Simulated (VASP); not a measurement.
VASP input:

INCAR:
```
! general
SYSTEM   = P
PREC     = Accurate
ENCUT    = 520
LREAL    = .False.   ! projection in real space or not
LASPH    = .True.

! electronic loop
EDIFF    = 1E-6
NELM     = 100
ALGO     = Normal   ! blocked Davidson

! smearing
ISMEAR   = 1
SIGMA    = 0.1   ! width (eV)

! functional
GGA      = BO
LUSE_VDW = .True.
AGGAC    = 0.0
PARAM1   = 0.1833333333
PARAM2   = 0.22

! ions
IBRION   = 2   ! conjugate gradients
NSW      = 60   ! most ionic steps
ISIF     = 3   ! ions, shape and volume
EDIFFG   = -0.02   ! ionic stop

! output
LWAVE    = .False.
LCHARG   = .False.
```

**KPOINTS**
```
Automatic mesh
0
Gamma
9 9 6
0 0 0
```

**POSCAR**
```
P
1
    1.6682672295    -5.3470460932    -0.0000000000
    1.6682672295     5.3470460932     0.0000000000
    0.0000000000     0.0000000000     4.4666880076
P
4
Direct
  0.1009051170   0.8990948830   0.9179697005
  0.3990948830   0.6009051170   0.4179697005
  0.6009051170   0.3990948830   0.5820302995
  0.8990948830   0.1009051170   0.0820302995
```

POTCAR, in this order: P (PBE.64 set). Program: vasp_std.

### Question
Write an equivalent input for Quantum ESPRESSO's pw.x.

### Answer
One equivalent input (not run):
```
&CONTROL
  calculation = 'vc-relax'
  pseudo_dir = './pseudo'
  outdir = './out'
  tprnfor = .true.
  tstress = .true.
  nstep = 60
  forc_conv_thr = 0.00078
/
&SYSTEM
  ibrav = 0
  nat = 4
  ntyp = 1
  ecutwfc = 44
  occupations = 'smearing'
  smearing = 'methfessel-paxton'
  degauss = 0.00735
  input_dft = 'vdw-df-obk8'
/
&ELECTRONS
  conv_thr = 7.3e-08
  electron_maxstep = 100
/
&IONS
/
&CELL
/
ATOMIC_SPECIES
  P 30.974 P.upf
CELL_PARAMETERS angstrom
     1.6682672   -5.3470461   -0.0000000
     1.6682672    5.3470461    0.0000000
     0.0000000    0.0000000    4.4666880
ATOMIC_POSITIONS crystal
  P    0.1009051  0.8990949  0.9179697
  P    0.3990949  0.6009051  0.4179697
  P    0.6009051  0.3990949  0.5820303
  P    0.8990949  0.1009051  0.0820303
K_POINTS automatic
  9 9 6 0 0 0
```
Limits of the translation: the potentials are each code's own (VASP's PAW set, PseudoDojo norm-conserving files in pw.x), so ENCUT and ecutwfc are chosen apart and not converted; conv_thr bounds pw.x's estimated SCF error, while EDIFF bounds the energy change between steps; forc_conv_thr acts on force components and is met together with etot_conv_thr.

The compound is P in the black structure. It was relaxed first. The start is the result of an earlier pass.
